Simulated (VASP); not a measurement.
Consider the following.

```
ZrSe2
1.0
    1.91160    -3.31100     0.00000
    1.91160     3.31100     0.00000
    0.00000     0.00000     6.67762
Zr Se
1 2
Cartesian
  0.00000   0.00000   0.00000
  1.91160   1.10367   1.58813
  1.91160  -1.10367   5.08949
```

Method: PBE GGA, VASP's PBE PAW potentials (set 64) (plane waves; VASP). Settings: 480 eV cut-off, 6×6×4 Γ-centred mesh, Gaussian smearing of 0.050 eV, potentials Zr_sv Se.

Without a dispersion term in the relaxation, distances and binding between the weakly bound layers, chains or molecules are unreliable, and so is what depends on them.

### Question
Predict the energy per atom (σ→0).

### Answer

The energy per atom (σ→0) is -6527 meV/atom.

The compound is ZrSe2 in the 1T layered structure. This cell was strained or had an atom moved on purpose.
